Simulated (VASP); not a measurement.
Consider the following.

```
MgC2
1.0
    3.91246     0.00000     0.00000
    0.00000     3.91246     0.00000
    0.00000     0.00000     4.93872
Mg C
2 4
Direct
  0.50000   0.50000   0.00000
  0.00000   0.00000   0.50000
  0.88766   0.88766   0.00000
  0.11234   0.11234   0.00000
  0.61234   0.38766   0.50000
  0.38766   0.61234   0.50000
```

Calculation: LDA (Ceperley-Alder, Perdew-Zunger), VASP's LDA PAW potentials (set 64) (plane waves; VASP). Run with EDIFF = 1E-03, 320 eV cut-off, 2×2×2 Γ-centred mesh, Gaussian smearing of 0.010 eV, potentials Mg C.

At this cut-off the stress carries a Pulay error, which pulls relaxed volumes low.  Energy and stress use the plane-wave basis of the starting cell.

Q: The ions, cell shape and volume are relaxed. Predict the relaxed structure.

A: 
```
MgC2
1.0
    3.84555     0.00000     0.00000
    0.00000     3.84555     0.00000
    0.00000     0.00000     4.73469
Mg C
2 4
Direct
  0.50000   0.50000   0.00000
  0.00000   0.00000   0.50000
  0.88609   0.88609   0.00000
  0.11391   0.11391   0.00000
  0.61391   0.38609   0.50000
  0.38609   0.61391   0.50000
```
Space group P4_2/mnm (136), at a tolerance of 0.03 Å.

Q: How do energy and volume change from the first to the last step?

A: The energy (σ→0) changes by -25.1 meV/atom and the volume by -7.4 %, in 12 ionic steps.

The structure comes from a computed database's MgC2 entry; how it stands against other phases isn't given here. This run relaxes it. Symmetry was kept, so distortions that lower it aren't found. The k-mesh is coarse (spacing up to 0.82 per Å, 2π included), so the numbers may not be converged in it. The run is one of a series of settings (EDIFF = 1E-03, EDIFFG = -0.01, ENCUT = 320, IBRION = 2, ISIF = 3, NSW = 50, KPOINTS 2×2×2 Γ-centred mesh against the base run), some of them coarse on purpose.
